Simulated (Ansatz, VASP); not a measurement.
# Cross-check of V (V(110)) between VASP and Ansatz, part 2 of 2

Aim: how closely do two programs agree when they are given the same cell, functional and k mesh?  Valence electrons are named where the data sets of a main pair hold unlike numbers.

VASP 6.6.1 and Ansatz 0.2.0.

So far: The structure; VASP: single point, PBEsol.

### 3. Ansatz: single point, PBEsol

Level of this step: Ansatz beside VASP: Kohn-Sham DFT, plane waves, PBEsol (Ansatz).

Ansatz runs on its default PAW (the set named soft_2) files.

The same cell, functional, mesh and smearing now go to Ansatz, which takes its cutoff from its data sets.

Input file input.yaml:

```yaml
crystal:
  lattice:
    - [2.9431527152, 0.0, 0.0]
    - [1.4715763576, 2.081123243, 0.0]
    - [0.0, 0.0, 27.4867394579]
  atoms:
    - { symbol: V, position: [0.0, 0.0, 0.2772668887] }
    - { symbol: V, position: [0.5, 0.0, 0.3486254653] }
    - { symbol: V, position: [0.0, 0.0, 0.4245303591] }
    - { symbol: V, position: [0.5, 0.0, 0.5] }
    - { symbol: V, position: [0.0, 0.0, 0.5754696409] }
    - { symbol: V, position: [0.5, 0.0, 0.6513745347] }
    - { symbol: V, position: [0.0, 0.0, 0.7227331113] }
hamiltonian:
  xc: pbesol
  pseudopotentials: { kind: paw }
kpoints:
  mp_grid: { grid: [14, 14, 1] }
scf:
  occupations: { method: methfessel_paxton, width: 0.15 }
  n_extra_bands: 5
efield:
  axis: 3
  dipole_correction: true
  ramp_width: 0.04
output:
  forces: true
  eigenvalues: true
  write_density: true
  write_potential: true
  elf: true
  volumetric_format: npy
```

Run with:

```
> ansatz run input.yaml --threads 4 --pin off --max-ram 9216MiB --backend cpu --events-out ev --progress --plain --runs-dir out
```

Numbers of over 12 decimals in the logs are rounded to 6 here.

Output:

```text
scf.n_extra_bands = 5 over 46 filled bands (N_el = 91.0): the run solves 51 bands
Engine: ansatz 0.2.0, aarch64-unknown-linux-gnu
Pseudopotentials: kind: paw
Pseudopotential: V, paw, valence charge 13, recommended cutoff 420 eV (normal), V.paw.azcp
Functional definition: PBEsol
  exchange = pbesol_x
  correlation = pbesol_c
Crystal: 7 atoms, lattice volume = 168.358 Å³
Basis set: ecut = 420 eV, 3265 PW (Γ), exchange–correlation on 40×36×384 points (8 copies of the dense FFT grid, shifted against one another)
Bands: 51, of which v1, the nominal top of the filled ones, is band 46 counted from 1 (45 counted from 0)
Symmetry: 4 space group operations
k-points: 57 of 196
Non-local potential: V, projectors of the file, l = 0: 3, l = 1: 2, l = 2: 3, l = 3: 1
PAW form: soft (Blöchl's): semilocal exchange-correlation on the pseudo side does not see the compensation charge
PAW frozen core: V, regenerated for the run's functional, and the local potential with it (the file was generated under x = pbe(κ = 0.804, μ = 0.219515), c = pbe(β = 0.066725))
PAW one-centre angular grid: V, 590 points (default); XC on 64 Gauss nodes
Initial density: superposition of atomic densities (neutral atoms: chi_scale 0, normalization atom), corrected by the library's trained network
Initial wavefunctions: pseudopotential atomic-orbital guess
Functional: x = pbesol(κ = 0.804, μ = 0.123457), c = pbesol(β = 0.046)
SCF iter   1: F=—  HF=-20194.995319 eV  |F-HF|=—  |Δ(HF+E_count)|=         —  Δρ=1.15e-2  dr2=3.82e-1  ethr=1.77e-3  p=0.000 e·Å  D=6.77e-14 V/Å  ΔV_dip=-0.00 eV  dr2_dipole=1.08e-7  V_vac-E_F(+/−)=4.86/4.86 eV  ⟨swp⟩=8.8  Hψ=14143  notcnv=0
efield: sawtooth ramp at fractional position 0.9800 (placed from the atoms, in the widest stretch of the axis that holds none; the zero of the levels goes with the place), width 0.0400; the density the first Hamiltonian is built on has a dipole p = 0.000 e·Å; the dipole correction subtracts the counter field D = 6.77e-14 V/Å, which shifts the + side's vacuum level by -0.00 eV against the − side's; the planar-averaged density in the ramp window peaks in size at 6.7e-5 e/Å³
preconditioner: auto → LDOS  [metal: Δε(μ)=0.004 eV  Ē_g=2.580 eV  σ=0.150 eV  W_gap=0.02  n_scr=20 (ndim 8)  ℏωp=16.9 eV  f_vac=0.426  D(μ)=11.12/eV (n_scr^D=136)  β→1.0]
SCF iter   2: F=—  HF=-20194.991035 eV  |F-HF|=—  |Δ(HF+E_count)|=   4.28e-3  S|Δr|=    0.00e0  Δρ=7.64e-3  dr2=1.24e-1  ethr=4.20e-4  p=0.000 e·Å  D=1.32e-5 V/Å  ΔV_dip=-0.00 eV  dr2_dipole=1.75e-7  V_vac-E_F(+/−)=4.84/4.84 eV  ⟨swp⟩=2.5  Hψ=5766  notcnv=0  defer=19
SCF iter   3: F=—  HF=-20194.962972 eV  |F-HF|=—  |Δ(HF+E_count)|=   2.81e-2  S|Δr|=    0.00e0  Δρ=2.04e-3  dr2=9.85e-3  ethr=1.36e-4  p=0.000 e·Å  D=5.80e-6 V/Å  ΔV_dip=-0.00 eV  dr2_dipole=2.98e-8  V_vac-E_F(+/−)=4.88/4.88 eV  ⟨swp⟩=2.9  Hψ=6006  notcnv=0  defer=19
SCF iter   4: F=—  HF=-20194.961349 eV  |F-HF|=—  |Δ(HF+E_count)|=   1.62e-3  S|Δr|=    0.00e0  Δρ=4.56e-4  dr2=7.65e-4  ethr=1.08e-5  p=0.000 e·Å  D=4.37e-6 V/Å  ΔV_dip=-0.00 eV  dr2_dipole=1.65e-10  V_vac-E_F(+/−)=4.88/4.88 eV  ⟨swp⟩=3.0  Hψ=5317  notcnv=0  defer=19
SCF iter   5: F=—  HF=-20194.961371 eV  |F-HF|=—  |Δ(HF+E_count)|=   2.21e-5  S|Δr|=    0.00e0  Δρ=1.54e-4  dr2=7.46e-5  ethr=8.41e-7  p=0.000 e·Å  D=1.50e-6 V/Å  ΔV_dip=-0.00 eV  dr2_dipole=5.95e-10  V_vac-E_F(+/−)=4.89/4.89 eV  ⟨swp⟩=2.1  Hψ=3703  notcnv=0  defer=19
SCF iter   6: F=—  HF=-20194.961564 eV  |F-HF|=—  |Δ(HF+E_count)|=   1.93e-4  S|Δr|=    0.00e0  Δρ=3.89e-5  dr2=7.49e-6  ethr=8.20e-8  p=0.000 e·Å  D=1.15e-6 V/Å  ΔV_dip=-0.00 eV  dr2_dipole=5.68e-10  V_vac-E_F(+/−)=4.89/4.89 eV  ⟨swp⟩=2.1  Hψ=3997  notcnv=0  defer=5
SCF iter   7: F=—  HF=-20194.961565 eV  |F-HF|=—  |Δ(HF+E_count)|=   1.24e-6  S|Δr|=    0.00e0  Δρ=4.26e-5  dr2=5.97e-6  ethr=8.24e-9  p=0.000 e·Å  D=3.15e-7 V/Å  ΔV_dip=-0.00 eV  dr2_dipole=3.30e-12  V_vac-E_F(+/−)=4.89/4.89 eV  ⟨swp⟩=3.4  Hψ=5500  notcnv=0  defer=5
SCF iter   8: F=—  HF=-20194.961565 eV  |F-HF|=—  |Δ(HF+E_count)|=   1.74e-7  S|Δr|=    0.00e0  Δρ=1.31e-5  dr2=6.46e-7  ethr=6.56e-9  p=0.000 e·Å  D=6.51e-8 V/Å  ΔV_dip=-0.00 eV  dr2_dipole=9.73e-12  V_vac-E_F(+/−)=4.89/4.89 eV  ⟨swp⟩=2.2  Hψ=3644  notcnv=0  defer=5
SCF iter   9: F=-20194.961565 eV  HF=-20194.961565 eV  |F-HF|=7.07e-9  |Δ(HF+E_count)|=   1.62e-8  S|Δr|=    0.00e0  Δρ=3.51e-6  dr2=4.25e-8  ethr=1.10e-10  p=0.000 e·Å  D=3.76e-8 V/Å  ΔV_dip=-0.00 eV  dr2_dipole=1.10e-12  V_vac-E_F(+/−)=4.89/4.89 eV  ⟨swp⟩=17.5  Hψ=23572  notcnv=0
SCF 1 converged in 9 iterations: F = -20194.961565 eV  dr2 = 4.25e-8
  greatest PAW one-centre occupation: 1.000 electrons in one spin orbital (limit 2), on the V atom at site 5 (counted from 0), in its partial waves of l = 0
WARN: The output density's exchange-correlation potential varies sharply where the density is thin. Do not read a vacuum level from v_tot or v_xc, or from such a field of the output density. On a cell that repeats whose density bears no net charge and no dipole along the vacuum's axis use v_es (v_loc + v_h of the components); under efield.dipole_correction with no amplitude use v_es + v_field, which holds any externa [...]
SCF converged after 9 iterations
Stability not checked: this state was not tested for a lower state beside it, because cold or Methfessel-Paxton smearing, or corrected tetrahedra, fill the levels in a way that the test cannot read (fill_not_monotonic; see scf.lower_state_search)
Free energy (F): -20194.961565 eV
Harris-Foulkes:  -20194.961565 eV  (|F-HF|=7.07e-9)
Internal energy: -20194.962215 eV  (E = F + TS)
E sigma→0 (E₀):  -20194.961728 eV
Entropy (-TS):   0.000650 eV (0.093 meV/atom)
Fermi energy:    7.117492 eV
Dipole field:    D = 0.000002 V/Å  (p = 0.000001 e·Å, saw-weighted, corrected)
Work function:   Φ+ = 4.8937 eV   Φ− = 4.8938 eV
Levels:          The Fermi level and band energies are counted from a zero that moves with the ramp; work functions are not
--- Per-component energies (eV) ---
  E_band       = -1859.840127
  E_kinetic    = 2362.491298
  E_local      = -135223.676867  (includes V_loc(G=0)·N_el)
  E_nonlocal   = -302.734735
  E_hartree    = 66923.469850
  E_xc         = -907.388177
  E_vxc        = -1155.452048  (∫ρ·V_xc dr)
  E_paw        = -7608.384447  (= ΣΔE_a)
  E_vpaw       = -1387.422094  (= ΣTr[D̂ρ^β])
  E_aug_tail   = 0.001843  (compensation charges beyond the density's cutoff)
  E_efield     = 0.000000  (sawtooth field / dipole correction)
  E_vefield    = 0.000000  (∫n·V_field dr)
  E_ewald      = 54560.211266
  E_core_change = 1.047754  (= ΣΔE_core)
  E_smearing   = 0.000650  (= −TS)
  E_closure    = -0.000000  (closes the sum)
  Σ components = -20194.961565   (vs F -20194.961565, Δ=0.00e0)
--- Forces (eV/Å), atoms counted from 1 ---
  atom   1  V      0.00000000    -0.00000000    -0.16110632
  atom   2  V     -0.00000000    -0.00000000     0.05580795
  atom   3  V      0.00000000    -0.00000000    -0.01770191
  atom   4  V      0.00000000     0.00000000    -0.00000092
  atom   5  V     -0.00000000     0.00000000     0.01770167
  atom   6  V      0.00000000     0.00000000    -0.05580716
  atom   7  V     -0.00000000    -0.00000000     0.16110717
  max |Σ_I F_I| component: 4.82e-7 eV/Å
--- Band table (eV; the first three rows and the last of 57) ---
  k-point 0: bands = [... 42 lower, 7.2784, 7.3018, 7.3217, 7.4834, 7.4995, 7.5564, 7.6583, 7.7920, ... 1 higher]
  k-point 1: bands = [... 42 lower, 7.2466, 7.2559, 7.3932, 7.4843, 7.4939, 7.5002, 7.6064, 7.7618, ... 1 higher]
  k-point 2: bands = [... 42 lower, 7.0254, 7.1233, 7.2543, 7.3463, 7.4302, 7.5138, 7.5545, 7.7020, ... 1 higher]
  k-point 56: bands = [... 42 lower, 6.5565, 6.5778, 6.5810, 6.7774, 7.0416, 7.2478, 7.3772, 7.7997, ... 1 higher]
```

Elapsed: 20 s, on 4 threads of Arm Neoverse V1, shared host; peak memory 0.66 GiB.

### 4. Comparison

Known differences besides the potentials themselves: the data sets hold 91 valence electrons in Ansatz (on its default PAW (the set named soft_2) files) and 35 in VASP; the cutoff is 420 eV in Ansatz and 320 eV in VASP (PREC = Normal); Ansatz makes its cores anew for this functional, VASP keeps those of its PBE data sets. Total energies have different zeros and are not compared.

The two programs side by side:

| quantity | Ansatz | VASP | difference |
| --- | --- | --- | --- |
| work function, lower of the two faces (eV) | 4.89 | 4.86 | +0.03 |
| work function, higher of the two faces (eV) | 4.89 | 4.86 | +0.03 |

At this near-relaxed geometry the largest component of a force difference is 128 meV/Å. VASP's log warns that it found no field-free region in the vacuum, so its work functions are uncertain. With vacuum in the cell, a pressure given here is an average over mostly empty space and none of the material.

### 5. Other set-ups

Further runs change the set-up of one program: Ansatz's method, potentials or start, or VASP's data sets, cutoff or form of LDA. The table gives Ansatz less VASP for each quantity, since a change that brings one quantity closer may part another.

| run | r.m.s. force difference (meV/Å) | work function, lower of the two faces (eV) | work function, higher of the two faces (eV) |
| --- | --- | --- | --- |
| as above | 40 | 0.035 | 0.035 |
| cores kept as stored | 41 | 0.033 | 0.033 |
| Ansatz's larger PAW set (cutoff 930 eV) | 40 | 0.034 | 0.034 |

### 6. Outcome

| Property | Result |
| --- | --- |
| r.m.s. force difference (single point, PBEsol) | 40 meV/Å |

What this shows: The r.m.s. force difference is 40 meV/Å (single point, PBEsol), beyond the 12 meV/Å picked in this series as the mark of a large difference. The data sets hold unlike numbers of valence electrons (91 in Ansatz and 35 in VASP), so part of the differences comes from the potentials. For single point, PBEsol, no further run moves any of the tabulated differences by more than a quarter of its size. 1 further run of this series is not shown here. Such differences can come from data sets, numerical settings and the points named under the comparisons, not from the functional's error against experiment.

[Lines on the potential files, build, host, timing and source positions are cut from VASP's logs without a mark.]

[Logs are printed without paths, hosts, clocks, repeated set-up lines and the standing remarks that a program may print on its own settings, such as how far it seeks lower states.]

[Hosts, paths, dates, database ids (printed as entryN), source tags and the programs' standing remarks are cut or masked in the printed files.]
